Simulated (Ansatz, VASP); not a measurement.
## YAlSe3: VASP beside Ansatz

Wanted: the spread between two codes on one cell, functional and k mesh. The cell is generated by rule, not measured, and may not be a known phase. The cell is taken from a series of runs on this material, whose earlier steps may have relaxed, scaled, displaced or heated it; both programs get it as it stands.

Calculated with Ansatz 0.2.0; plane waves, with VASP 6.6.1 beside it; relaxation of cell and atoms at PBEsol.

## (1) The structure

The structure is cubic, space group Pm-3m (No. 221). The conventional cell has a = 4.833 Å, b = 4.833 Å, c = 4.833 Å, α = 90.00°, β = 90.00°, γ = 90.00°. Nearest to Y lie 12 Se at 3.42 Å. Al has 6 Se at 2.42 Å nearest. Se has 2 Al at 2.42 Å and 4 Y at 3.42 Å nearest. Farther neighbours and most contacts between anions are not listed.

## (2) Ansatz: relaxation of cell and atoms, PBEsol, pair 1

Ansatz runs on its PAW soft_1 files.

The relaxed volume is the usual yardstick between codes: in a stiff, nearly cubic crystal its relative difference is about their pressure difference at one cell divided by the bulk modulus.

The input, input.yaml:

```yaml
crystal:
  lattice:
    - [4.8330682366, 0.0, 0.0]
    - [0.0, 4.8330682366, 0.0]
    - [0.0, 0.0, 4.8330682366]
  atoms:
    - { symbol: "Y", position: [0.0, 0.0, 0.0] }
    - { symbol: Al, position: [0.5, 0.5, 0.5] }
    - { symbol: Se, position: [0.5, 0.5, 0.0] }
    - { symbol: Se, position: [0.5, 0.0, 0.5] }
    - { symbol: Se, position: [0.0, 0.5, 0.5] }
kpoints:
  mp_grid: { grid: [8, 8, 8] }
hamiltonian:
  xc: pbesol
  pseudopotentials: { kind: paw, azcp: { folder: soft_1 }, xc_functional: pbe }
scf:
  occupations: { method: methfessel_paxton, width: 0.2 }
output:
  forces: true
  stress: true
  eigenvalues: true
  write_density: true
  write_potential: true
  elf: true
  volumetric_format: npy
relax:
  adjacent_minimum: "off"
  f_tol: 0.001
  max_steps: 60
  cell: { stress_tol: 0.01 }
```

Started as:

```
> ansatz run input.yaml --threads 4 --pin off --max-ram 16384MiB --backend cpu --events-out ev --progress --plain --runs-dir out
```

Numbers of over 12 decimals in the logs are rounded to 6 here.

Log:

```text
Engine: ansatz 0.2.0, aarch64-unknown-linux-gnu
Pseudopotentials: kind: paw
Pseudopotential: Y, paw, valence charge 11, recommended cutoff 420 eV (normal), soft_1/Y.paw.azcp
Pseudopotential: Al, paw, valence charge 3, recommended cutoff 420 eV (normal), soft_1/Al.paw.azcp
Pseudopotential: Se, paw, valence charge 16, recommended cutoff 420 eV (normal), soft_1/Se.paw.azcp
Functional definition: PBEsol
  exchange = pbesol_x
  correlation = pbesol_c
Crystal: 5 atoms, lattice volume = 112.893 Å³
Basis set: ecut = 420 eV, 2205 PW (Γ), exchange–correlation on 72×72×72 points (8 copies of the dense FFT grid, shifted against one another)
Bands: 38, of which v1, the nominal top of the filled ones, is band 31 counted from 1 (30 counted from 0)
Symmetry: 48 space group operations
Space group: Pm-3m (ITA 221), of the structure as read, at distance tolerance 4.8e-5 Å
k-points: 35 of 512
Non-local potential: Y, projectors of the file, l = 0: 3, l = 1: 2, l = 2: 2, l = 3: 1
Non-local potential: Al, projectors of the file, l = 0: 2, l = 1: 2, l = 2: 1
Non-local potential: Se, projectors of the file, l = 0: 2, l = 1: 2, l = 2: 3, l = 3: 1
PAW form: soft (Blöchl's): semilocal exchange-correlation on the pseudo side does not see the compensation charge
PAW frozen core: Y, regenerated for the run's functional, and the local potential with it (the file was generated under x = pbe(κ = 0.804, μ = 0.219515), c = pbe(β = 0.066725))
PAW frozen core: Al, regenerated for the run's functional, and the local potential with it (the file was generated under x = pbe(κ = 0.804, μ = 0.219515), c = pbe(β = 0.066725))
PAW frozen core: Se, regenerated for the run's functional, and the local potential with it (the file was generated under x = pbe(κ = 0.804, μ = 0.219515), c = pbe(β = 0.066725))
PAW one-centre angular grid: Y, 590 points (default); XC on 64 Gauss nodes
PAW one-centre angular grid: Al, 110 points (default); XC on 64 Gauss nodes
PAW one-centre angular grid: Se, 590 points (default); XC on 64 Gauss nodes
Initial density: superposition of atomic densities (chi_scale 0.1, normalization cell, long waves kept (reshape's long-wave potential 0.00 eV rms))
Initial wavefunctions: pseudopotential atomic-orbital guess
Functional: x = pbesol(κ = 0.804, μ = 0.123457), c = pbesol(β = 0.046)
SCF iter   1: F=—  HF=-20596.788633 eV  |F-HF|=—  |Δ(HF+E_count)|=         —  Δρ=3.10e-2  dr2=1.36e0  ethr=3.10e-3  ⟨swp⟩=6.2  Hψ=5201  notcnv=0
preconditioner: auto → Resta (q_TF=auto, 2.469 Å⁻¹)  ε∞=6.2  [insulator: Δε(μ)=0.156 eV  Ē_g=7.526 eV  σ=0.200 eV  W_gap=0.61  n_scr=26 (ndim 8)  ℏωp=17.1 eV  f_vac=0.000  D(μ)=1.11/eV (n_scr^D=6)  ε∞_Penn≈6.2]
SCF iter   2: F=—  HF=-20596.529360 eV  |F-HF|=—  |Δ(HF+E_count)|=   2.59e-1  S|Δr|=    0.00e0  Δρ=1.68e-2  dr2=3.68e-1  ethr=2.19e-3  ⟨swp⟩=2.0  Hψ=1796  notcnv=0  defer=30
SCF iter   3: F=—  HF=-20596.423042 eV  |F-HF|=—  |Δ(HF+E_count)|=   1.06e-1  S|Δr|=    0.00e0  Δρ=2.71e-3  dr2=9.67e-3  ethr=5.93e-4  ⟨swp⟩=2.0  Hψ=2076  notcnv=0  defer=30
SCF iter   4: F=—  HF=-20596.421840 eV  |F-HF|=—  |Δ(HF+E_count)|=   1.20e-3  S|Δr|=    0.00e0  Δρ=8.46e-4  dr2=9.03e-4  ethr=1.56e-5  ⟨swp⟩=2.0  Hψ=2376  notcnv=0  defer=30
SCF iter   5: F=—  HF=-20596.421348 eV  |F-HF|=—  |Δ(HF+E_count)|=   4.92e-4  S|Δr|=    0.00e0  Δρ=2.72e-4  dr2=6.79e-5  ethr=1.46e-6  ⟨swp⟩=2.0  Hψ=2384  notcnv=0  defer=30
SCF iter   6: F=—  HF=-20596.421350 eV  |F-HF|=—  |Δ(HF+E_count)|=   2.07e-6  S|Δr|=    0.00e0  Δρ=6.02e-5  dr2=6.14e-6  ethr=1.09e-7  ⟨swp⟩=2.4  Hψ=2422  notcnv=0  defer=30
SCF iter   7: F=—  HF=-20596.421351 eV  |F-HF|=—  |Δ(HF+E_count)|=   8.07e-7  S|Δr|=    0.00e0  Δρ=1.23e-5  dr2=3.76e-7  ethr=9.91e-9  ⟨swp⟩=2.2  Hψ=2147  notcnv=0  defer=30
SCF iter   8: F=-20596.421351 eV  HF=-20596.421351 eV  |F-HF|=3.17e-9  |Δ(HF+E_count)|=   3.33e-9  S|Δr|=    0.00e0  Δρ=2.39e-6  dr2=9.05e-9  ethr=1.61e-10  ⟨swp⟩=12.3  Hψ=8453  notcnv=0
SCF 1 converged in 8 iterations: F = -20596.421351 eV  dr2 = 9.05e-9
  greatest PAW one-centre occupation: 1.000 electrons in one spin orbital (limit 2), on the Se atom at site 2 (counted from 0), in its partial waves of l = 2
relax step   1: F+E_penalty+E_count = -20596.42135104 eV  Δ(F+E_penalty+E_count) = +0.000e0 eV  max|allowed force component| = 5.049e-30 eV/Å  Δτ_max = 0.0000 Å  P = -0.033 GPa  Ω = 112.893 Å³  (8 SCF iters, dr2 threshold 1.00e-7 eV, accepted)
[...]
relax step   2: F+E_penalty+E_count = -20596.42135995 eV  Δ(F+E_penalty+E_count) = -8.916e-6 eV  max|allowed force component| = 2.498e-30 eV/Å  Δτ_max = 0.0000 Å  P = +0.001 GPa  Ω = 112.842 Å³  energy of the carried Pulay correction = +3.666e-6 eV  (4 SCF iters, dr2 threshold 2.78e-9 eV, accepted)
[...]
relax step   3: F+E_penalty+E_count = -20596.42135611 eV  Δ(F+E_penalty+E_count) = +3.847e-6 eV  max|allowed force component| = 9.203e-31 eV/Å  Δτ_max = 0.0000 Å  P = +0.001 GPa  Ω = 112.842 Å³  stress off target by 8.51e-4 GPa  SCF on the basis re-selected at this cell (its energy is not comparable with the rows above)  (7 SCF iters)
basis re-selected at this cell: Δ(F+E_penalty+E_count) = +3.847e-6 eV, ΔP = +0.000 GPa vs the last step (what re-selecting the basis moved, of the pressure what is left beyond the Pulay correction that the steps carried, after the strain that the cell walked since its last selection, with what the two solves' SCF thresholds leave and, on support functions, any second-order correction that the steps lacked; it is no m [...]
SCF converged after 7 iterations
Stability not checked: this state was not tested for a lower state beside it, because cold or Methfessel-Paxton smearing, or corrected tetrahedra, fill the levels in a way that the test cannot read (fill_not_monotonic; see scf.lower_state_search)
Free energy (F): -20596.421356 eV
Harris-Foulkes:  -20596.421356 eV  (|F-HF|=7.28e-12)
Internal energy: -20596.422449 eV  (E = F + TS)
E sigma→0 (E₀):  -20596.421629 eV
Entropy (-TS):   0.001093 eV (0.219 meV/atom)
Fermi energy:    9.500456 eV
--- Per-component energies (eV) ---
  E_band       = -1198.804908
  E_kinetic    = 673.545443
  E_local      = -8539.261629  (includes V_loc(G=0)·N_el)
  E_nonlocal   = -1022.406371
  E_hartree    = 4403.465481
  E_xc         = -470.652147
  E_vxc        = -508.253368  (∫ρ·V_xc dr)
  E_paw        = -9478.470617  (= ΣΔE_a)
  E_vpaw       = -609.358977  (= ΣTr[D̂ρ^β])
  E_aug_tail   = -0.000958  (compensation charges beyond the density's cutoff)
  E_ewald      = -6165.834919
  E_core_change = 3.193268  (= ΣΔE_core)
  E_smearing   = 0.001093  (= −TS)
  E_closure    = 0.000000  (closes the sum)
  Σ components = -20596.421356   (vs F -20596.421356, Δ=0.00e0)
--- Forces (eV/Å), atoms counted from 1 ---
  atom   1  Y      0.00000000     0.00000000     0.00000000
  atom   2  Al     0.00000000     0.00000000    -0.00000000
  atom   3  Se     0.00000000     0.00000000    -0.00000000
  atom   4  Se     0.00000000     0.00000000    -0.00000000
  atom   5  Se    -0.00000000     0.00000000     0.00000000
  max |Σ_I F_I| component: 1.64e-30 eV/Å
--- Stress (GPa, compression-positive) ---
        0.000851       0.000000       0.000000
       -0.000000       0.000851      -0.000000
        0.000000      -0.000000       0.000851
  P = ⅓ Tr σ = 0.0009 GPa (0.009 kbar)
--- Band table (eV; the first three rows and the last of 35) ---
  k-point 0: bands = [... 27 lower, 8.1021, 8.1496, 8.7361, 8.7361, 8.7361, 10.0625, 10.0625, 10.4406, ... 3 higher]
  k-point 1: bands = [... 27 lower, 7.8777, 8.0854, 8.5992, 8.6103, 8.6103, 10.1920, 10.4775, 10.5227, ... 3 higher]
  k-point 2: bands = [... 27 lower, 7.4272, 7.4272, 8.3687, 8.3687, 9.4111, 10.5222, 10.5726, 11.3724, ... 3 higher]
  k-point 34: bands = [... 27 lower, 8.1870, 9.8958, 9.8958, 9.8958, 10.1610, 11.0432, 11.0432, 11.0432, ... 3 higher]
--- Relaxed structure (2 steps of the walk, 2 accepted, 1 SCFs on fresh bases) ---
  F+E_penalty+E_count = -20596.42135611 eV   max|allowed force component| = 9.203e-31 eV/Å   (the final SCF, on the basis selected at the relaxed cell)
  cell:  # Å, volume = 112.8418 Å³
    - [4.832330, 0, 0.0]
    - [0, 4.832330, 0]
    - [0.0, 0, 4.832330]
  atoms:
    - { symbol: Y, position: [0, 0, 0] }
    - { symbol: Al, position: [0.5, 0.5, 0.5] }
    - { symbol: Se, position: [0.5, 0.5, 0] }
    - { symbol: Se, position: [0.5, 0, 0.5] }
    - { symbol: Se, position: [0, 0.5, 0.5] }
```

(Part 1 of 3 ends here.)

[Lines on the potential files, build, host, timing and source positions are cut from VASP's logs without a mark.]

[Logs are printed without paths, hosts, clocks, repeated set-up lines and the standing remarks that a program may print on its own settings, such as how far it seeks lower states.]

[Hosts, paths, dates, database ids (printed as entryN), source tags and the programs' standing remarks are cut or masked in the printed files.]
